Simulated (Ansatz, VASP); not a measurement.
**BePd in VASP and in Ansatz**

```
Be Pd
1.0
     2.77283    0.00000    0.00000
     0.00000    2.77283    0.00000
     0.00000    0.00000    2.77283
Be Pd
1 1
Direct
  0.00000 0.00000 0.00000
  0.50000 0.50000 0.50000
```

Alike in both runs: task single point; functional LDA; k mesh 14 × 14 × 14; occupations fermi-dirac, width 0.08 eV; no spin polarisation.

|  | VASP | Ansatz |
| --- | --- | --- |
| version | VASP 6.6.1 | Ansatz 0.2.0 |
| potentials or method | VASP PAW LDA potentials, release 64 (Be, Pd), cutoff 520 eV | all-electron LAPW, scalar-relativistic |

Ansatz gave:

```
pressure (GPa) : 0.0
```

Question: Estimate VASP's values.

Answer: Pressure (GPa): 0.7.

Ansatz ran all-electron here, so the differences hold the error of VASP's frozen core and of both bases. Ansatz warned: «optics_on_partly_filled_bands».
